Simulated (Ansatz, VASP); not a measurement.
# Cross-check of Sr11Gd2Ge26O66 (glassy 68GeO2-29SrO-3Gd2O3 (mol %)) between VASP and Ansatz

Wanted: the spread between two codes on one cell, functional and k mesh. The structure shown is the start of the Ansatz relaxation below; VASP solves that cell, so the two are compared at the walk's first step.

Method: plane waves, with VASP 6.6.1 beside it; single point at revPBE, in Ansatz 0.2.0.

**1. The structure**

The cell holds 105 atoms: 26 Ge, 11 Sr, 2 Gd and 66 O. Cell: a = 11.136 Å, b = 11.136 Å, c = 11.136 Å, α = 90.0°, β = 90.0°, γ = 90.0°. As first built, before any earlier steps moved the atoms (in the runner's words): 105 atoms (26 Ge, 11 Sr, 2 Gd, 66 O) placed at random at 5.08 g/cm^3, melted at 4000 K for 10 ps at fixed volume with the Morse and Coulomb pair potential with partial charges (Pedone, Malavasi, Menziani, Cormack and Segre, J. Phys. Chem. B 110, 11780 (2006)). Quenched from 4000 K to 300 K at 20 K/ps and fixed volume, held 5 ps, then minimised at fixed cell.

**2. Ansatz: relaxation, revPBE**

Ansatz runs on its default PAW (the set named soft_2) files.

The two programs are compared at the cell with which this relaxation starts, whose forces are those of its first step.

input.yaml reads:

```yaml
crystal:
  lattice:
    - [11.1363, 0.0, 0.0]
    - [0.0, 11.1363, 0.0]
    - [0.0, 0.0, 11.1363]
  atoms:
    - { symbol: Ge, position: [0.77112, 0.33712, 0.41733] }
    - { symbol: Ge, position: [0.55148, 0.44545, 0.84968] }
    - { symbol: Ge, position: [0.0761, 0.5417, 0.77327] }
    - { symbol: Ge, position: [0.51413, 0.60973, 0.58524] }
    - { symbol: Ge, position: [0.93682, 0.02085, 0.52985] }
    - { symbol: Ge, position: [0.82256, 0.35908, 0.7333] }
    - { symbol: Ge, position: [0.64635, 0.91779, 0.88355] }
    - { symbol: Ge, position: [0.62919, 0.09404, 0.30067] }
    - { symbol: Ge, position: [0.22655, 0.74953, 0.0849] }
    - { symbol: Ge, position: [0.2546, 0.46961, 0.01095] }
    - { symbol: Ge, position: [0.5928, 0.53199, 0.09847] }
    - { symbol: Ge, position: [0.0928, 0.26135, 0.46804] }
    - { symbol: Ge, position: [0.47642, 0.40035, 0.36432] }
    - { symbol: Ge, position: [0.5132, 0.26912, 0.0854] }
    - { symbol: Ge, position: [0.23928, 0.26494, 0.22123] }
    - { symbol: Ge, position: [0.04255, 0.67151, 0.24138] }
    - { symbol: Ge, position: [0.46191, 0.14734, 0.81217] }
    - { symbol: Ge, position: [0.54821, 0.83014, 0.17481] }
    - { symbol: Ge, position: [0.05657, 0.01864, 0.08038] }
    - { symbol: Ge, position: [0.87708, 0.43319, 0.16008] }
    - { symbol: Ge, position: [0.9962, 0.53761, 0.48731] }
    - { symbol: Ge, position: [0.48616, 0.88539, 0.4912] }
    - { symbol: Ge, position: [0.39186, 0.13523, 0.47662] }
    - { symbol: Ge, position: [0.10562, 0.81189, 0.86946] }
    - { symbol: Ge, position: [0.84351, 0.90208, 0.27034] }
    - { symbol: Ge, position: [0.90871, 0.0542, 0.82276] }
    - { symbol: Sr, position: [0.81887, 0.63351, 0.92634] }
    - { symbol: Sr, position: [0.77331, 0.18643, 0.05134] }
    - { symbol: Sr, position: [0.71908, 0.63285, 0.34451] }
    - { symbol: Sr, position: [0.66353, 0.12271, 0.61965] }
[... 69 atom lines left out ...]
    - { symbol: O, position: [0.02752, 0.67717, 0.82575] }
    - { symbol: O, position: [0.34446, 0.9611, 0.50536] }
    - { symbol: O, position: [0.26824, 0.59174, 0.10288] }
    - { symbol: O, position: [0.0439, 0.11652, 0.75599] }
    - { symbol: O, position: [0.43632, 0.74628, 0.58483] }
    - { symbol: O, position: [0.236, 0.72826, 0.92688] }
magnetization:
  spin_polarized: true
kpoints:
  mp_grid: { grid: [1, 1, 1] }
hamiltonian:
  xc: revpbe
scf:
  occupations: { method: fermi_dirac, width: 0.05 }
  lower_state_search: "off"
output:
  forces: true
relax:
  f_tol: 0.05
  max_steps: 150
  cell: {}
```

On the command line:

```sh
$ ansatz run input.yaml --threads 4 --pin off --max-ram 15872MiB --backend cpu --events-out ev --progress --plain --runs-dir out
```

Numbers of over 12 decimals in the logs are rounded to 6 here.

What it wrote:

```text
Engine: ansatz 0.2.0, x86_64-unknown-linux-gnu
Pseudopotentials: kind: paw
Pseudopotential: Ge, paw, valence charge 14, recommended cutoff 420 eV (normal), Ge.paw.azcp
Pseudopotential: Sr, paw, valence charge 10, recommended cutoff 420 eV (normal), Sr.paw.azcp
Pseudopotential: Gd, paw, valence charge 18, recommended cutoff 420 eV (normal), Gd.paw.azcp
Pseudopotential: O, paw, valence charge 6, recommended cutoff 420 eV (normal), O.paw.azcp
Functional definition: revPBE
  parameter kappa = 1.245
  parameter beta = 0.066725
  exchange = pbe_x(kappa = kappa, mu = beta*pi^2/3)
  correlation = pbe_c(beta = beta)
Crystal: 105 atoms, lattice volume = 1381.092 Å³
Basis set: ecut = 420 eV, 27081 PW (Γ), exchange–correlation on 150×150×150 points (8 copies of the dense FFT grid, shifted against one another)
Bands: 565, of which v1, the nominal top of the filled ones, is band 453 counted from 1 (452 counted from 0)
Symmetry: 1 space group operations
Space group: P1 (ITA 1), of the structure as read, at distance tolerance 1.1e-4 Å
Magnetic group: BNS 1.1 (UNI 1), of the structure as read, at distance tolerance 1.1e-4 Å
k-points: 1
Non-local potential: Ge, projectors of the file, l = 0: 2, l = 1: 2, l = 2: 3, l = 3: 1
Non-local potential: Sr, projectors of the file, l = 0: 3, l = 1: 2, l = 2: 2
Non-local potential: Gd, projectors of the file, l = 0: 3, l = 1: 2, l = 2: 2, l = 3: 3
Non-local potential: O, projectors of the file, l = 0: 2, l = 1: 2, l = 2: 1
PAW form: soft (Blöchl's): semilocal exchange-correlation on the pseudo side does not see the compensation charge
PAW frozen core: Ge, regenerated for the run's functional, and the local potential with it (the file was generated under x = pbe(κ = 0.804, μ = 0.219515), c = pbe(β = 0.066725))
PAW frozen core: Sr, regenerated for the run's functional, and the local potential with it (the file was generated under x = pbe(κ = 0.804, μ = 0.219515), c = pbe(β = 0.066725))
PAW frozen core: Gd, regenerated for the run's functional, and the local potential with it (the file was generated under x = pbe(κ = 0.804, μ = 0.219515), c = pbe(β = 0.066725))
PAW frozen core: O, regenerated for the run's functional, and the local potential with it (the file was generated under x = pbe(κ = 0.804, μ = 0.219515), c = pbe(β = 0.066725))
PAW one-centre angular grid: Ge, 590 points (default); XC on 64 Gauss nodes
PAW one-centre angular grid: Sr, 110 points (default); XC on 64 Gauss nodes
PAW one-centre angular grid: Gd, 590 points (default); XC on 64 Gauss nodes
PAW one-centre angular grid: O, 110 points (default); XC on 64 Gauss nodes
Initial density: superposition of atomic densities (chi_scale 0.1, normalization cell, long waves kept (reshape's long-wave potential 0.99 eV rms))
Starting moments: Σ|m| = 14 μB on 2 of 105 sites
Starting magnetic order: compensated ferrimagnet; no operation exchanges its spin sublattices
Initial wavefunctions: pseudopotential atomic-orbital guess
Functional: x = revpbe(κ = 1.245, μ = 0.219515), c = pbe(β = 0.066725)
SCF iter   1: F=—  HF=-207185.150672 eV  |F-HF|=—  |Δ(HF+E_count)|=         —  Δρ=1.48e-1 (↑1.48e-1 ↓1.48e-1)  dr2=1.80e3  dr2_m=5.51e1  M=-0.198 μB ∫|m|=2.003 μB  β_m=0.02  ethr=3.10e-3  ⟨swp⟩=7.0  Hψ=4877  notcnv=0  defer=153
Mixer restart at iter 1: flushing history
preconditioner: auto → Kerker (q_TF=auto, 2.543 Å⁻¹)  [metal: Δε(μ)=0.070 eV  Ē_g=18.374 eV  σ=0.050 eV  W_gap=0.33  n_scr=388 (ndim 8)  ℏωp=29.6 eV  f_vac=0.018  D(μ)=39.50/eV (n_scr^D=256)]
spin=Collinear: Kerker preconditioning applied to the charge; magnetization (m = ρ↑ − ρ↓) channel mixes plain (no charge-response kernel on spin).
SCF iter   2: F=—  HF=-207155.597188 eV  |F-HF|=—  |Δ(HF+E_count)|=    2.96e1  Δρ=1.42e-1 (↑1.42e-1 ↓1.42e-1)  dr2=1.68e3  dr2_m=5.22e1  M=0.000 μB ∫|m|=1.609 μB  β_m=0.02  ethr=3.10e-3  ⟨swp⟩=2.0  Hψ=2214  notcnv=0  defer=189
Mixer restart at iter 2: flushing history
SCF iter   3: F=—  HF=-207129.139903 eV  |F-HF|=—  |Δ(HF+E_count)|=    2.65e1  Δρ=1.37e-1 (↑1.37e-1 ↓1.37e-1)  dr2=1.58e3  dr2_m=4.89e1  M=0.006 μB ∫|m|=1.427 μB  β_m=0.03  ethr=3.10e-3  ⟨swp⟩=2.5  Hψ=1584  notcnv=0  defer=189
Mixer restart at iter 3: flushing history
SCF iter   4: F=—  HF=-207105.545965 eV  |F-HF|=—  |Δ(HF+E_count)|=    2.36e1  Δρ=1.31e-1 (↑1.31e-1 ↓1.31e-1)  dr2=1.49e3  dr2_m=4.55e1  M=0.011 μB ∫|m|=1.289 μB  β_m=0.03  ethr=3.10e-3  ⟨swp⟩=2.0  Hψ=1863  notcnv=0  defer=192
Mixer restart at iter 4: flushing history
SCF iter   5: F=—  HF=-207090.049291 eV  |F-HF|=—  |Δ(HF+E_count)|=    1.55e1  Δρ=7.17e-2 (↑6.76e-2 ↓7.17e-2)  dr2=3.22e2  dr2_m=2.51e1  M=3.869 μB ∫|m|=10.865 μB  β_m=0.02  ethr=3.10e-3  ⟨swp⟩=2.5  Hψ=1738  notcnv=0  defer=192
Mixer restart at iter 5: flushing history
[...]
- [0.050806, 11.431212, -0.041291]
    - [-0.153916, -0.041291, 11.672002]
  atoms:
    - { symbol: Ge, position: [0.771437, 0.351574, 0.441301] }
    - { symbol: Ge, position: [0.591314, 0.440484, 0.852666] }
    - { symbol: Ge, position: [0.096212, 0.559575, 0.799526] }
    - { symbol: Ge, position: [0.527885, 0.605159, 0.608668] }
    - { symbol: Ge, position: [0.944227, 0.053598, 0.511416] }
    - { symbol: Ge, position: [0.845857, 0.361793, 0.734840] }
    - { symbol: Ge, position: [0.638033, 0.940538, 0.866440] }
    - { symbol: Ge, position: [0.657951, 0.144167, 0.294835] }
    - { symbol: Ge, position: [0.191762, 0.735516, 0.043488] }
    - { symbol: Ge, position: [0.270918, 0.460660, 0.025944] }
    - { symbol: Ge, position: [0.606609, 0.535008, 0.093889] }
    - { symbol: Ge, position: [0.098372, 0.286913, 0.467627] }
    - { symbol: Ge, position: [0.478869, 0.392579, 0.433094] }
    - { symbol: Ge, position: [0.495357, 0.307994, 0.088514] }
    - { symbol: Ge, position: [0.269483, 0.295986, 0.254757] }
    - { symbol: Ge, position: [0.051911, 0.687032, 0.240752] }
    - { symbol: Ge, position: [0.466526, 0.173425, 0.847708] }
    - { symbol: Ge, position: [0.594595, 0.832366, 0.149982] }
    - { symbol: Ge, position: [0.040855, 0.000286913, 0.050937] }
    - { symbol: Ge, position: [0.875283, 0.431315, 0.198142] }
    - { symbol: Ge, position: [0.987568, 0.556145, 0.447082] }
    - { symbol: Ge, position: [0.476986, 0.823016, 0.516484] }
    - { symbol: Ge, position: [0.415446, 0.119830, 0.437584] }
    - { symbol: Ge, position: [0.058790, 0.814912, 0.827876] }
    - { symbol: Ge, position: [0.856308, 0.927649, 0.262933] }
    - { symbol: Ge, position: [0.907444, 0.062292, 0.794719] }
    - { symbol: Sr, position: [0.861210, 0.574007, 0.956721] }
    - { symbol: Sr, position: [0.761128, 0.195539, 0.024811] }
    - { symbol: Sr, position: [0.720003, 0.649009, 0.363019] }
    - { symbol: Sr, position: [0.638416, 0.109310, 0.611136] }
    - { symbol: Sr, position: [0.316869, 0.382777, 0.693666] }
    - { symbol: Sr, position: [0.072177, 0.259452, 0.940036] }
    - { symbol: Sr, position: [0.374624, 0.678703, 0.277092] }
    - { symbol: Sr, position: [0.180597, 0.734557, 0.566175] }
    - { symbol: Sr, position: [0.423596, 0.718353, 0.867875] }
    - { symbol: Sr, position: [0.374539, 0.016707, 0.082924] }
    - { symbol: Sr, position: [0.172713, 0.959936, 0.328482] }
    - { symbol: Gd, position: [0.213040, 0.058757, 0.672256] }
    - { symbol: Gd, position: [0.787156, 0.782393, 0.650254] }
    - { symbol: O, position: [0.192070, 0.561509, 0.686272] }
    - { symbol: O, position: [0.124970, 0.286593, 0.316726] }
    - { symbol: O, position: [0.962543, 0.205036, 0.475931] }
    - { symbol: O, position: [0.714180, 0.200880, 0.429126] }
    - { symbol: O, position: [0.523496, 0.683547, 0.447253] }
    - { symbol: O, position: [0.566658, 0.675822, 0.162707] }
    - { symbol: O, position: [0.851371, 0.043642, 0.634165] }
    - { symbol: O, position: [0.740341, 0.823424, 0.213825] }
    - { symbol: O, position: [0.603665, 0.584728, 0.948050] }
    - { symbol: O, position: [0.166379, 0.869156, 0.734097] }
    - { symbol: O, position: [0.956659, 0.544596, 0.276302] }
    - { symbol: O, position: [0.511140, 0.167652, 0.994764] }
    - { symbol: O, position: [0.379698, 0.230644, 0.164564] }
    - { symbol: O, position: [0.663812, 0.806509, 0.801224] }
    - { symbol: O, position: [0.921321, 0.895601, 0.789986] }
    - { symbol: O, position: [0.471508, 0.254806, 0.503751] }
    - { symbol: O, position: [0.625639, 0.373320, -0.00170422] }
    - { symbol: O, position: [0.681455, 0.627486, 0.615807] }
    - { symbol: O, position: [0.743861, 0.455132, 0.810497] }
    - { symbol: O, position: [0.499390, 0.453777, 0.166362] }
    - { symbol: O, position: [0.308550, 0.831169, 0.00523636] }
    - { symbol: O, position: [0.317509, 0.180161, 0.803684] }
    - { symbol: O, position: [0.184982, 0.780392, 0.203375] }
    - { symbol: O, position: [0.754679, 0.054066, 0.212638] }
[...]
- { symbol: O, position: [0.619787, 0.244822, 0.184974] }
    - { symbol: O, position: [0.350301, 0.405880, 0.341949] }
    - { symbol: O, position: [-0.027736, 0.675415, 0.795838] }
    - { symbol: O, position: [0.335848, 0.836939, 0.443549] }
    - { symbol: O, position: [0.303545, 0.606561, 0.066629] }
    - { symbol: O, position: [0.057527, 0.107651, 0.771457] }
    - { symbol: O, position: [0.434222, 0.732576, 0.646268] }
    - { symbol: O, position: [0.169499, 0.689035, 0.885221] }
```

(Part 1 of 2 ends here.)

[Lines on the potential files, build, host, timing and source positions are cut from VASP's logs without a mark.]

[Logs are printed without paths, hosts, clocks, repeated set-up lines and the standing remarks that a program may print on its own settings, such as how far it seeks lower states.]

[Hosts, paths, dates, database ids (printed as entryN), source tags and the programs' standing remarks are cut or masked in the printed files.]
